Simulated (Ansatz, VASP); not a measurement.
# Si2WN4 in two plane-wave programs, part 2 of 3

One calculation is typed for both programs; each brings its own data sets. How far apart do they land? The structure shown is the start of the Ansatz relaxation below; VASP solves that cell, so the two are compared at the walk's first step.

VASP 6.6.1 and Ansatz 0.2.0.

So far: The starting structure; Ansatz: relaxation, PBEsol with D3(BJ).

## Step 3: VASP: single point, PBEsol with D3(BJ), start cell, pair 1

Level of this step: PBEsol with D3(BJ), no spin polarisation; plane waves and PAW (W, N, Si) (VASP).

The same cell, functional, mesh and smearing now go to VASP, with its own data sets.

Lines of VASP's logs that name or quote its potential files are left out, and so is its time.

INCAR

```
SYSTEM = Si2WN4
PREC = Accurate
ENCUT = 520
EDIFF = 1E-06
NELM = 120
ISMEAR = -1
SIGMA = 0.02
LREAL = .FALSE.
ALGO = Normal
GGA = PS
IVDW = 12
NBANDS = 24
LASPH = .TRUE.
LORBIT = 11
LWAVE = .FALSE.
LCHARG = .FALSE.
ISIF = 2
LDIPOL = .TRUE.
IDIPOL = 3
DIPOL = 0.5 0.5 0.5
LVHAR = .TRUE.
GGA_COMPAT = .FALSE.
EFERMI = MIDGAP
NELMDL = -8
KPAR = 4
```

POSCAR

```
Si2WN4
1.0
    2.9100000000      0.0000000000      0.0000000000
   -1.4550000000      2.5201340000      0.0000000000
    0.0000000000      0.0000000000     41.2000000000
W N Si
1 4 2
Direct
    0.0000000000      0.0000000000      0.5000000000
    0.3333332672      0.6666665344      0.5303398058
    0.3333332672      0.6666665344      0.4696601942
    0.6666667328      0.3333334656      0.5849514563
    0.6666667328      0.3333334656      0.4150485437
    0.3333332672      0.6666665344      0.5728155340
    0.3333332672      0.6666665344      0.4271844660
```

KPOINTS

```
Automatic mesh
0
Gamma
9 9 1
0 0 0
```

Potentials, in the order of the species: W, N and Si (PBE family, release 64).

On the command line:

```bash
$ mpirun -np 4 vasp_std
```

Numbers of over 12 decimals in the logs are rounded to 6 here.

What it wrote:

```text
[banner, memory and clock lines left out]
running    4 mpi-ranks, on    1 nodes
 distrk:  each k-point on    1 cores,    4 groups
 distr:  one band on    1 cores,    1 groups

 POSCAR found type information on POSCAR W N Si
 POSCAR found :  3 types and       7 ions
|                                                                             |
|               ----> ADVICE to this user running VASP <----                  |
|                                                                             |
|     You enforced a specific xc type in the INCAR file but a different       |
|     [... a line on the potential file left out ...]
|     I HOPE YOU KNOW WHAT YOU ARE DOING!                                     |
|                                                                             |

 LDA part: xc-table for (Slater+PW92), standard interpolation
 POSCAR, INCAR and KPOINTS ok, starting setup
 FFT: planning ... GRIDC
 FFT: planning ... GRID_SOFT
 FFT: planning ... GRID
 WAVECAR not read
 entering main loop
       N       E                     dE             d eps       ncg     rms          rms(c)
DAV:   1     0.311883739789E+03    0.31188E+03   -0.12986E+04   584   0.108E+03
DAV:   2    -0.250889819335E+02   -0.33697E+03   -0.31903E+03   896   0.256E+02
DAV:   3    -0.745703789020E+02   -0.49481E+02   -0.49103E+02   744   0.115E+02
DAV:   4    -0.762032019357E+02   -0.16328E+01   -0.16232E+01   776   0.256E+01
DAV:   5    -0.762541063135E+02   -0.50904E-01   -0.50866E-01   736   0.393E+00
DAV:   6    -0.762562129249E+02   -0.21066E-02   -0.21059E-02   808   0.865E-01
DAV:   7    -0.762563041875E+02   -0.91263E-04   -0.91253E-04   760   0.152E-01
DAV:   8    -0.762563082080E+02   -0.40204E-05   -0.40201E-05   744   0.311E-02    0.414E+01
DAV:   9    -0.677302686665E+02    0.85260E+01   -0.34680E+01   736   0.344E+01    0.139E+01
DAV:  10    -0.675016899191E+02    0.22858E+00   -0.29956E+00   784   0.123E+01    0.115E+01
DAV:  11    -0.673371584474E+02    0.16453E+00   -0.27169E-01   840   0.482E+00    0.116E+00
DAV:  12    -0.673407357485E+02   -0.35773E-02   -0.77451E-02   720   0.177E+00    0.901E-01
DAV:  13    -0.673401442357E+02    0.59151E-03   -0.20701E-03   776   0.360E-01    0.869E-01
DAV:  14    -0.673388201371E+02    0.13241E-02   -0.30931E-03   768   0.301E-01    0.233E-01
[...]
DAV:  22    -0.673392849027E+02   -0.60583E-04   -0.42594E-06   648   0.115E-02    0.578E-03
DAV:  23    -0.673393066780E+02   -0.21775E-04   -0.78559E-07   560   0.552E-03    0.195E-03
DAV:  24    -0.673393219525E+02   -0.15275E-04   -0.10622E-06   560   0.670E-03    0.218E-03
DAV:  25    -0.673393362079E+02   -0.14255E-04   -0.64044E-07   528   0.443E-03    0.616E-04
DAV:  26    -0.673393412375E+02   -0.50297E-05   -0.20101E-07   560   0.238E-03    0.660E-04
DAV:  27    -0.673393436422E+02   -0.24047E-05   -0.69998E-08   552   0.150E-03    0.229E-04
DAV:  28    -0.673393455741E+02   -0.19319E-05   -0.62365E-08   520   0.929E-04    0.203E-04
DAV:  29    -0.673393460126E+02   -0.43850E-06   -0.18032E-08   536   0.671E-04
   1 F= -.68771136E+02 E0= -.68771136E+02  d E =0.000000E+00
```

OUTCAR, selected parts (step 3):

```text
ion  position               nearest neighbor table
   1  0.000  0.000  0.500-   2 2.09   3 2.09   2 2.09   3 2.09   2 2.09   3 2.09
   2  0.333  0.667  0.530-   6 1.75   1 2.09   1 2.09   1 2.09
   3  0.333  0.667  0.470-   7 1.75   1 2.09   1 2.09   1 2.09
   4  0.667  0.333  0.585-   6 1.75   6 1.75   6 1.75
   5  0.667  0.333  0.415-   7 1.75   7 1.75   7 1.75
   6  0.333  0.667  0.573-   2 1.75   4 1.75   4 1.75   4 1.75
   7  0.333  0.667  0.427-   3 1.75   5 1.75   5 1.75   5 1.75

  LATTYP: Found a hexagonal cell.
 ALAT       =     2.9100000000
 C/A-ratio  =    14.1580756014

 Subroutine GETGRP returns: Found 12 space group operations
 (whereof 12 operations were pure point group operations)

The static configuration has the point symmetry D_3h.

 Found     12 irreducible k-points:

   k-points           NKPTS =     12   k-points in BZ     NKDIM =     12   number of bands    NBANDS=     24

   dimension x,y,z NGX =    24 NGY =   24 NGZ =  320
   dimension x,y,z NGXF=    48 NGYF=   48 NGZF=  640

   ENCUT  =  520.0 eV  38.22 Ry    6.18 a.u.   5.41  5.41 76.60*2*pi/ulx,y,z

   NELECT =      34.0000    total number of electrons

 k-points in reciprocal lattice and weights: Automatic mesh
   0.00000000  0.00000000  0.00000000       0.012
   0.11111111  0.00000000  0.00000000       0.074
   0.22222222  0.00000000  0.00000000       0.074
   0.33333333  0.00000000  0.00000000       0.074
   0.44444444  0.00000000  0.00000000       0.074
   0.11111111  0.11111111  0.00000000       0.074
   0.22222222  0.11111111  0.00000000       0.148
   0.33333333  0.11111111  0.00000000       0.148
   0.44444444  0.11111111  0.00000000       0.074
   0.22222222  0.22222222  0.00000000       0.074
   0.33333333  0.22222222  0.00000000       0.148
   0.33333333  0.33333333  0.00000000       0.025

 dipolmoment           0.000000      0.000000     -0.000000 electrons x Angstroem

 average (electrostatic) potential at core
       1 -47.7738       2 -70.8521       3 -70.8521       4 -71.0074       5 -71.0074
       6 -92.0602       7 -92.0602

 E-fermi :  -1.0352

 k-point     1 :       0.0000    0.0000    0.0000
  band No.  band energies     occupation
    ...
     13      -6.0173      2.00000
     14      -4.8123      2.00000
     15      -4.8123      2.00000
     16      -4.6739      2.00000
     17      -2.0426      2.00000
     18       0.8628      0.00000
     19       0.8629      0.00000
     20       1.4885      0.00000
     21       1.4885      0.00000
     22       1.5302      0.00000
    ...

 k-point     2 :       0.1111    0.0000    0.0000
  band No.  band energies     occupation
    ...
     13      -5.9986      2.00000
     14      -5.0967      2.00000
     15      -5.0560      2.00000
     16      -4.4879      2.00000
     17      -2.3166      2.00000
     18       0.6364      0.00000
     19       0.8643      0.00000
     20       1.3039      0.00000
     21       1.8396      0.00000
     22       2.3027      0.00000
    ...

 k-point     3 :       0.2222    0.0000    0.0000
  band No.  band energies     occupation
    ...
     13      -5.5920      2.00000
     14      -5.5865      2.00000
     15      -5.4742      2.00000
     16      -4.5909      2.00000
     17      -3.1061      2.00000
     18       0.8106      0.00000
     19       0.9472      0.00000
     20       1.4953      0.00000
     21       2.5889      0.00000
     22       2.6081      0.00000
    ...

 Edisp (eV)   -1.43179

  Total      -3.36353    -3.36353    -2.40886     0.00000     0.00000     0.00000
  in kB     -17.83577   -17.83578   -12.77347     0.00000     0.00000     0.00000
  external pressure =      -16.15 kB  Pullay stress =        0.00 kB

  energy-cutoff  :      520.00
  volume of cell :      302.14
      direct lattice vectors                 reciprocal lattice vectors
     2.910000000  0.000000000  0.000000000     0.343642612  0.198402148  0.000000000
    -1.455000000  2.520134000  0.000000000     0.000000000  0.396804297  0.000000000
     0.000000000  0.000000000 41.200000000     0.000000000  0.000000000  0.024271845

 POSITION                                       TOTAL-FORCE (eV/Angst)
 -----------------------------------------------------------------------------------
      0.00000      0.00000     20.60000         0.000000      0.000000     -0.000000
     -0.00000      1.68009     21.85000         0.000000      0.000000     -0.037055
     -0.00000      1.68009     19.35000         0.000000      0.000000      0.037055
      1.45500      0.84004     24.10000        -0.000000     -0.000000     -0.070332
      1.45500      0.84004     17.10000        -0.000000     -0.000000      0.070332
     -0.00000      1.68009     23.60000         0.000000      0.000000     -0.293437
     -0.00000      1.68009     17.60000         0.000000      0.000000      0.293437
 -----------------------------------------------------------------------------------
    total drift:                               -0.000000     -0.000016     -0.000000

  FREE ENERGIE OF THE ION-ELECTRON SYSTEM (eV)
  ---------------------------------------------------
  free  energy   TOTEN  =       -68.7711358909 eV

  energy  without entropy=      -68.7711358909  energy(sigma->0) =      -68.77113589

 vacuum level on the upper side and lower side of the slab         3.094         3.094

 total charge
# of ion       s       p       d       tot
------------------------------------------
    1        0.600   0.896   4.386   5.882
    2        1.228   2.574   0.000   3.802
    3        1.228   2.574   0.000   3.802
    4        1.220   2.668   0.000   3.887
    5        1.220   2.668   0.000   3.887
    6        0.683   0.962   0.000   1.645
    7        0.683   0.962   0.000   1.645
--------------------------------------------------
tot          6.862  13.305   4.386  24.552

[... 3 further parts left out ...]
```

This run has no spin polarisation, so a moment on W, if there is one, isn't seen. The gap is read on the k-mesh alone, so it is an upper bound where the band edges lie off the mesh. The data set W keeps the semicore shell frozen, which is cheaper and a little less accurate.

## Step 4: Side by side

Known differences besides the potentials themselves: Ansatz cuts the interaction across the vacuum, VASP repeats the sheet with a dipole correction; the data sets hold 42 valence electrons in Ansatz (on its PAW soft_1 files) and 34 in VASP; the cutoff is 420 eV in Ansatz and 520 eV in VASP; Ansatz makes its cores anew for this functional, VASP keeps those of its PBE data sets. Total energies have different zeros and are not compared.

Forces (eV/Å; atoms numbered as in POSCAR):

```csv
atom,"Ansatz x, y, z","VASP x, y, z"
W1,"0.000, 0.000, 0.000","0.000, 0.000, 0.000"
N2,"0.000, 0.000, -0.092","0.000, 0.000, -0.037"
N3,"0.000, 0.000, 0.092","0.000, 0.000, 0.037"
N4,"0.000, 0.000, -0.074","0.000, 0.000, -0.070"
N5,"0.000, 0.000, 0.074","0.000, 0.000, 0.070"
Si6,"0.000, 0.000, -0.306","0.000, 0.000, -0.293"
Si7,"0.000, 0.000, 0.306","0.000, 0.000, 0.293"
```

The forces differ by 17 meV/Å r.m.s., which is 18.6 % of the r.m.s. force of 0.094 eV/Å (both taken over all components). With vacuum in the cell, a pressure given here is an average over mostly empty space and none of the material.

## Step 5: Ansatz: relaxation, PBEsol with D3(BJ)

The two programs are compared at the cell with which this relaxation starts, whose forces are those of its first step. This pair takes another cell of the material, with 14 atoms against 7 for the pair before.

The structure compared here is the start of the Ansatz relaxation; VASP solves that cell, so the two are compared at the walk's first step.

input.yaml

```yaml
crystal:
  lattice:
    - [2.91, 0.0, 0.0]
    - [-1.455, 2.520133925, 0.0]
    - [0.0, 0.0, 61.4]
  atoms:
    - { symbol: W, position: [0.0, 0.0, 0.417752443] }
    - { symbol: "N", position: [0.3333333333, 0.6666666667, 0.4381107492] }
    - { symbol: "N", position: [0.3333333333, 0.6666666667, 0.3973941368] }
    - { symbol: Si, position: [0.3333333333, 0.6666666667, 0.4666123779] }
    - { symbol: Si, position: [0.3333333333, 0.6666666667, 0.3688925081] }
    - { symbol: "N", position: [0.6666666667, 0.3333333333, 0.4747557003] }
    - { symbol: "N", position: [0.6666666667, 0.3333333333, 0.3607491857] }
    - { symbol: W, position: [0.0, 0.0, 0.582247557] }
    - { symbol: "N", position: [0.6666666667, 0.3333333333, 0.6026058632] }
    - { symbol: "N", position: [0.6666666667, 0.3333333333, 0.5618892508] }
    - { symbol: Si, position: [0.6666666667, 0.3333333333, 0.6311074919] }
    - { symbol: Si, position: [0.6666666667, 0.3333333333, 0.5333876221] }
    - { symbol: "N", position: [0.3333333333, 0.6666666667, 0.6392508143] }
    - { symbol: "N", position: [0.3333333333, 0.6666666667, 0.5252442997] }
  periodic: [true, true, false]
kpoints:
  mp_grid: { grid: [9, 9, 1] }
hamiltonian:
  xc: pbesol
  dispersion: d3bj
  pseudopotentials: { kind: paw, azcp: { folder: soft_1 }, xc_functional: pbe }
scf:
  occupations: { method: fermi_dirac, width: 0.02 }
relax:
  f_tol: 0.01
  max_steps: 100
  cell: {}
```

On the command line:

```bash
$ ansatz run input.yaml --threads 2 --pin off --max-ram 92160MiB --backend cuda --events-out ev --progress --plain --runs-dir out --devices 1 --max-vram 13GiB
```

What it wrote:

```text
GPUs: using 1 of 1 available (devices: 1).
[...]
GPU FFT provider: cuFFT
GPU libraries: cuBLAS 13.8.2, cuFFT 12.4.0, cuSOLVER 12.3.4
Crystal: 14 atoms, lattice volume = 450.282 Å³
Basis set: ecut = 420 eV, 8761 PW (Γ), exchange–correlation on 40×40×864 points (8 copies of the dense FFT grid, shifted against one another)
[...]
- { symbol: N, position: [0.666667, 0.333333, 0.365029] }
    - { symbol: W, position: [0, 0, 0.578223] }
    - { symbol: N, position: [0.666667, 0.333333, 0.598453] }
    - { symbol: N, position: [0.666667, 0.333333, 0.558013] }
    - { symbol: Si, position: [0.666667, 0.333333, 0.626712] }
    - { symbol: Si, position: [0.666667, 0.333333, 0.529782] }
    - { symbol: N, position: [0.333333, 0.666667, 0.634971] }
    - { symbol: N, position: [0.333333, 0.666667, 0.521710] }
[key lines of the parts left out:]
SCF converged after 7 iterations
Free energy (F): -26047.432661 eV
Fermi energy:    -4.107233 eV
P = ½ c Tr σ = -0.0178 N/m
```

(Continued in part 3 of 3.)

[Lines on the potential files, build, host, timing and source positions are cut from VASP's logs without a mark.]

[Logs are printed without paths, hosts, clocks, repeated set-up lines and the standing remarks that a program may print on its own settings, such as how far it seeks lower states.]

[Hosts, paths, dates, database ids (printed as entryN), source tags and the programs' standing remarks are cut or masked in the printed files.]
